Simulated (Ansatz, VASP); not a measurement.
## One calculation of AlGeRu, two programs

```
CELL_PARAMETERS angstrom
4.36413 0.00000 0.00000
-2.18207 3.77945 0.00000
0.00000 0.00000 5.25775
ATOMIC_POSITIONS crystal
Ge 0.33333 0.66667 0.75000
Ge 0.66667 0.33333 0.25000
Ru 0.33333 0.66667 0.25000
Ru 0.66667 0.33333 0.75000
Al 0.00000 0.00000 0.00000
Al 0.00000 0.00000 0.50000
```

Alike in both runs: functional r2SCAN; k mesh 5 × 5 × 4; no spin polarisation.

Ansatz relaxed the structure, and its values are those at the end. VASP's run is a single point on that final structure, the one shown.

|  | VASP | Ansatz |
| --- | --- | --- |
| version | VASP 6.6.1 | Ansatz 0.2.0 |
| potentials or method | VASP PAW PBE potentials, release 64 (Ge_d, Ru_pv, Al) | PAW plane waves |
| plane-wave cutoff (eV) | 520 | 500 |
| occupations | fermi-dirac, width 0.1 eV | fermi-dirac |
| valence electrons in the cell | 62 | 66 |

```csv
,VASP,Ansatz,Ansatz less VASP
gap on the k mesh at the Fermi level (eV),none,none,-
pressure (GPa),0.0,0.0,-0.04
```

A gap of «none» marks a metal or a gap that the smearing closes. The two sets of potentials don't hold the same shells in valence. Ansatz warned: «structure_snapped_to_symmetry».

Caveats: the PAW data sets were made with another functional, which shifts forces and pressure a little (VASP).
